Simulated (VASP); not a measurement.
# AgPt4 in VASP: further runs

The runs below take AgPt4 through single point, with r2SCAN.

All numbers are computed with VASP 6.6.1; they aren't measurements. Logs are shortened: lines on timing, memory, paths and dates and some standing lists are left out, and cuts for length are marked.

**1. Starting point**

The cell holds a slab with vacuum, 5 atoms: a = 2.786 Å, b = 2.786 Å, c = 25.825 Å, α = 90.00°, β = 90.00°, γ = 120.00°.

**2. Single point, r2SCAN (clean slab, lower half held)**

Input file POSCAR:

```
Pt
1.0
    2.7861346168      0.0000000000      0.0000000000
   -1.3930673084      2.4128633565      0.0000000000
    0.0000000000      0.0000000000     23.8246081658
Pt
4
Direct
    0.6666666667      0.3333333333      0.3567739684
    0.3333333333      0.6666666667      0.4522579895
    0.0000000000      0.0000000000      0.5466273422
    0.6666666667      0.3333333333      0.6424853853
```

Input file INCAR.step1:

```
PREC = Accurate
ENCUT = 520
ISMEAR = 0
SIGMA = 0.1
LREAL = False
LASPH = True
NELM = 100
LDIPOL = True
IDIPOL = 3
DIPOL = 0.5 0.5 0.500
NBANDS = 28
GGA = PE
ALGO = Normal
EDIFF = 1E-4
LWAVE = True
LCHARG = False
```

Input file INCAR.step2:

```
PREC = Accurate
ENCUT = 520
EDIFF = 1E-6
ISMEAR = 0
SIGMA = 0.1
LREAL = False
LASPH = True
NELM = 100
ALGO = Normal
ISIF = 2
LWAVE = False
LCHARG = False
LDIPOL = True
IDIPOL = 3
DIPOL = 0.5 0.5 0.500
METAGGA = R2SCAN
LMIXTAU = True
NBANDS = 28
ISTART = 1
```

Input file KPOINTS:

```
regular mesh
0
Gamma
  12 12 1
```

Potentials or basis: VASP PAW PBE potentials, release 64 (Pt).

Started as:

```console
$ cat potpaw_PBE.64/Pt/POTCAR > POTCAR
$ cp INCAR.step1 INCAR
$ mpirun -np 1 vasp_std > vasp.out
$ cp INCAR.step2 INCAR
$ mpirun -np 1 vasp_std > vasp.out
```

OUTCAR:

```text
PREC = Accurate
   ENCUT = 520
   EDIFF = 1E-6
   ISMEAR = 0
   LREAL = False
   LASPH = True
   NELM = 100
   ISIF = 2
   METAGGA = R2SCAN
   ISTART = 1

 ion  position               nearest neighbor table
   1  0.667  0.333  0.357-   2 2.79   2 2.79   2 2.79
   2  0.333  0.667  0.452-   3 2.76   3 2.76   3 2.76   1 2.79   1 2.79   1 2.79
   3  0.000  0.000  0.547-   2 2.76   2 2.76   2 2.76   4 2.79   4 2.79   4 2.79
   4  0.667  0.333  0.642-   3 2.79   3 2.79   3 2.79

  LATTYP: Found a hexagonal cell.
 ALAT       =     2.7861346168
 C/A-ratio  =     8.5511331800

  Lattice vectors:

 A1 = (   2.7861346168,   0.0000000000,   0.0000000000)
 A2 = (  -1.3930673084,   2.4128633565,   0.0000000000)
 A3 = (   0.0000000000,   0.0000000000,  23.8246081658)

Analysis of symmetry for initial positions (statically):
=====================================================================
 Subroutine PRICEL returns:
 Original cell was already a primitive cell.

 Routine SETGRP: Setting up the symmetry group for a
 hexagonal supercell.

 Subroutine GETGRP returns: Found  6 space group operations
 (whereof  6 operations were pure point group operations)
 out of a pool of 24 trial point group operations.

The static configuration has the point symmetry C_3v.

Analysis of symmetry for dynamics (positions and initial velocities):
=====================================================================
 Subroutine PRICEL returns:
 Original cell was already a primitive cell.

 Routine SETGRP: Setting up the symmetry group for a
 hexagonal supercell.

 Subroutine GETGRP returns: Found  6 space group operations
 (whereof  6 operations were pure point group operations)
 out of a pool of 24 trial point group operations.

The dynamic configuration has the point symmetry C_3v.

 Subroutine INISYM returns: Found  6 space group operations
 (whereof  6 operations are pure point group operations),
 and found     1 'primitive' translations

----------------------------------------------------------------------------------------

                                     Primitive cell

  volume of cell :     160.1624

  direct lattice vectors                    reciprocal lattice vectors
     2.786134617  0.000000000  0.000000000     0.358920202  0.207222675  0.000000000
    -1.393067308  2.412863356  0.000000000     0.000000000  0.414445351  0.000000000
     0.000000000  0.000000000 23.824608166     0.000000000  0.000000000  0.041973408

  length of vectors
     2.786134617  2.786134617 23.824608166     0.414445351  0.414445351  0.041973408

  position of ions in fractional coordinates (direct lattice)
     0.666666667  0.333333333  0.356773968
     0.333333333  0.666666667  0.452257989
     0.000000000  0.000000000  0.546627342
     0.666666667  0.333333333  0.642485385

  ion indices of the primitive-cell ions
   primitive index   ion index
                 1           1
                 2           2
                 3           3
                 4           4

----------------------------------------------------------------------------------------

 KPOINTS: regular mesh

Automatic generation of k-mesh.
 Grid dimensions read from file:
 generate k-points for:   12   12    1

 Generating k-lattice:

  Cartesian coordinates                     Fractional coordinates (reciprocal lattice)
     0.029910017  0.017268556  0.000000000     0.083333333 -0.000000000  0.000000000
     0.000000000  0.034537113  0.000000000     0.000000000  0.083333333  0.000000000
     0.000000000  0.000000000  0.041973408     0.000000000  0.000000000  1.000000000

  Length of vectors
     0.034537113  0.034537113  0.041973408

  Shift w.r.t. Gamma in fractional coordinates (k-lattice)
     0.000000000  0.000000000  0.000000000

 Subroutine IBZKPT returns following result:
 ===========================================

 Found     19 irreducible k-points:

 Following reciprocal coordinates:
            Coordinates               Weight
  0.000000  0.000000  0.000000      1.000000
  0.083333  0.000000  0.000000      6.000000
  0.166667  0.000000  0.000000      6.000000
  0.250000  0.000000  0.000000      6.000000
  0.333333  0.000000  0.000000      6.000000
  0.416667  0.000000  0.000000      6.000000
[... 11 lines left out ...]
  0.333333  0.250000  0.000000     12.000000
  0.333333  0.333333  0.000000      2.000000
   k-points           NKPTS =     19   k-points in BZ     NKDIM =     19   number of bands    NBANDS=     28
   number of dos      NEDOS =    301   number of ions     NIONS =      4
   total plane-waves  NPLWV = 103680
   dimension x,y,z NGX =    24 NGY =   24 NGZ =  180
   dimension x,y,z NGXF=    48 NGYF=   48 NGZF=  360
   ions per type =               4
   NGX,Y,Z   is equivalent  to a cutoff of  14.32, 14.32, 12.56 a.u.
   NGXF,Y,Z  is equivalent  to a cutoff of  28.64, 28.64, 25.12 a.u.
 SYSTEM =  unknown system
   PREC   = accura    normal or accurate (medium, high low for compatibility)
   ISTART =      1    job   : 0-new  1-cont  2-samecut
   ICHARG =      0    charge: 1-file 2-atom 10-const
   ISPIN  =      1    spin polarized calculation?
   LNONCOLLINEAR =      F non collinear calculations
   LSORBIT =      F    spin-orbit coupling
   LASPH  =      T    aspherical Exc in radial PAW
   ENCUT  =  520.0 eV  38.22 Ry    6.18 a.u.   5.18  5.18 44.30*2*pi/ulx,y,z
   NELM   =    100;   NELMIN=  2; NELMDL=  0     # of ELM steps
   EDIFF  = 0.1E-05   stopping-criterion for ELM
   LREAL  =      F    real-space projection
   EDIFFG = 0.1E-04   stopping-criterion for IOM
   NSW    =      0    number of steps for IOM
   IBRION =     -1    ionic relax: 0-MD 1-quasi-New 2-CG
   NFREE  =      0    steps in history (QN), initial steepest desc. (CG)
   ISIF   =      2    stress and relaxation
   ISYM   =      2    0-nonsym 1-usesym 2-fastsym
   POTIM  = 0.5000    time-step for ionic-motion
   TEBEG  =    0.0;   TEEND  =   0.0 temperature during run
   PSTRESS=    0.0 pullay stress
   NELECT =      40.0000    total number of electrons
   NUPDOWN=      -1.0000    fix difference up-down
   EMIN   =  10.00;   EMAX   =-10.00  energy-range for DOS
   EFERMI =   0.00;   METHOD = LEGACY
   ISMEAR =     0;   SIGMA  =   0.10  broadening in eV -4-tet -1-fermi 0-gaus
   EFERMI_NEDOS =   21; number of points for ismear=-14 and -15
   IALGO  =     38    algorithm
   IMIX   =      4    mixing-type and parameters
     AMIX     =   0.40;   BMIX     =  1.00
     AMIX_MAG =   1.60;   BMIX_MAG =  1.00
  volume/ion in A,a.u.               =      40.04       270.21
  Fermi-wavevector in a.u.,A,eV,Ry     =   1.030959  1.948230 14.461306  1.062876
  Thomas-Fermi vector in A             =   2.165083
   LORBIT       =      0    0 simple, 1 ext, 2 COOP (PROOUT), +10 PAW based schemes
   METAGGA = R2SCAN    functional components
   LHFCALC =     F    Hartree Fock is set to
   AEXX    =    0.0000 exact exchange contribution
   IVDW    =     0    specifies the selected vdW correction
   LEPSILON=     F    determine dielectric tensor
   LRPA    =     F    only Hartree local field effects (RPA)
 non-spin polarized calculation
 Gauss-broadening in eV      SIGMA  =   0.10
  energy-cutoff  :      520.00
  volume of cell :      160.16
 maximum number of plane-waves:      4343
 NGX is ok and might be reduce to    24
   NGX = 11   NGY = 11   NGZ = 89

 dipolmoment           0.000000      0.000000     -0.000082 electrons x Angstroem

 number of electron      39.9999999 magnetization

 dipolmoment           0.000000      0.000000      0.000130 electrons x Angstroem

 Free energy of the ion-electron system (eV)
  ---------------------------------------------------
  ext. energy  EPLUGINS =         0.00000000
  ---------------------------------------------------
  free energy    TOTEN  =      -204.66680596 eV

  energy without entropy =     -204.63756576  energy(sigma->0) =     -204.65218586

 E-fermi :   0.4798     XC(G=0):  -6.2275

 val. band max:        0.4763701464   @ k =   0.0833   0.0000   0.0000
 cond. band min:       0.5057569541   @ k =   0.1667   0.0000   0.0000
 fundamental gap:      0.0293868077
 Fermi energy:         0.4797724267

 k-point     1 :       0.0000    0.0000    0.0000
  band No.  band energies     occupation
      1      -9.2802      2.00000
      2      -7.8731      2.00000
      3      -6.7522      2.00000
      4      -6.7258      2.00000
      5      -3.3712      2.00000
      6      -3.2892      2.00000
[... 20 lines left out ...]
     27       6.2935      0.00000
     28       7.2092      0.00000

 k-point     2 :       0.0833    0.0000    0.0000
  band No.  band energies     occupation
      1      -9.0300      2.00000
      2      -7.6261      2.00000
      3      -6.5038      2.00000
      4      -6.4888      2.00000
      5      -3.5896      2.00000
      6      -3.4823      2.00000
[... 20 lines left out ...]
     27       6.4463      0.00000
     28       7.3980      0.00000

 k-point     3 :       0.1667    0.0000    0.0000
  band No.  band energies     occupation
      1      -8.3331      2.00000
      2      -6.9708      2.00000
      3      -5.9280      2.00000
      4      -5.8189      2.00000
      5      -4.1020      2.00000
      6      -3.8141      2.00000
[... 20 lines left out ...]
     27       6.9540      0.00000
     28       7.9632      0.00000

 k-point     4 :       0.2500    0.0000    0.0000
  band No.  band energies     occupation
      1      -7.3979      2.00000
      2      -6.2767      2.00000
      3      -5.5441      2.00000
      4      -5.1561      2.00000
      5      -4.7118      2.00000
      6      -4.0252      2.00000
[... 423 lines left out ...]
     27       9.1611      0.00000
     28       9.6087      0.00000

 k-point    18 :       0.3333    0.2500    0.0000
  band No.  band energies     occupation
      1      -5.4463      2.00000
      2      -5.3434      2.00000
      3      -4.9069      2.00000
      4      -4.5982      2.00000
      5      -4.4347      2.00000
      6      -4.1269      2.00000
[... 20 lines left out ...]
     27       8.3191      0.00000
     28       9.1778      0.00000

 k-point    19 :       0.3333    0.3333    0.0000
  band No.  band energies     occupation
      1      -5.0977      2.00000
      2      -5.0935      2.00000
      3      -5.0518      2.00000
      4      -4.3872      2.00000
      5      -4.3656      2.00000
      6      -4.1379      2.00000
[... 20 lines left out ...]
     27       8.4056      0.00000
     28       9.5673      0.00000

------------------------ aborting loop because EDIFF is reached ----------------------------------------

 vacuum level on the upper side and lower side of the slab       (xc-potential included)        -0.121        -0.107

  FORCE on cell =-STRESS in cart. coord.  units (eV):
  Direction    XX          YY          ZZ          XY          YZ          ZX
  --------------------------------------------------------------------------------------
  -------------------------------------------------------------------------------------
  Total       -4.3814440     -4.3814440      0.2870283      0.0000000      0.0000000      0.0000000
  in kB      -43.8295745    -43.8295745      2.8712744      0.0000000      0.0000000      0.0000000
  external PRESSURE =     -28.2626249 kB  Pullay stress =       0.0000000 kB

 VOLUME and BASIS-vectors are now :
 -----------------------------------------------------------------------------
  energy-cutoff  :      520.00
  volume of cell :      160.16
      direct lattice vectors                 reciprocal lattice vectors
     2.786134617  0.000000000  0.000000000     0.358920202  0.207222675  0.000000000
    -1.393067308  2.412863356  0.000000000     0.000000000  0.414445351  0.000000000
     0.000000000  0.000000000 23.824608166     0.000000000  0.000000000  0.041973408

 POSITION                                       TOTAL-FORCE (eV/Angst)
 -----------------------------------------------------------------------------------
      1.39307      0.80429      8.50000         0.000000     -0.000000     -0.082074
     -0.00000      1.60858     10.77487        -0.000000      0.000000      0.047464
      0.00000      0.00000     13.02318         0.000000      0.000000      0.011909
      1.39307      0.80429     15.30696        -0.000000     -0.000000      0.022701
 -----------------------------------------------------------------------------------
    total drift:                               -0.000000      0.000000     -0.000060

  FREE ENERGIE OF THE ION-ELECTRON SYSTEM (eV)
  ---------------------------------------------------
  free  energy   TOTEN  =      -204.6668059595 eV

  energy  without entropy=     -204.6375657606  energy(sigma->0) =     -204.65218586

 vacuum level on the upper side and lower side of the slab         6.142         6.144
```

It took 4.4 min on 1 thread of Intel Xeon 6975P-C (Granite Rapids), shared host; peak memory 0.36 GiB.

What came out:

```
Free energy            : -204.6668 eV
Largest force          : 0.082 eV/Å
Band gap on the k mesh : none (metal or under the smearing width)
```

Forces in eV/Å, atoms in the order of the input:
```
Pt   0.000  0.000 -0.082
Pt   0.000  0.000  0.047
Pt   0.000  0.000  0.012
Pt   0.000  0.000  0.023
```

Caveat: the PAW data sets were made with another functional, which shifts forces and pressure a little.

[end of part 1 of 2]
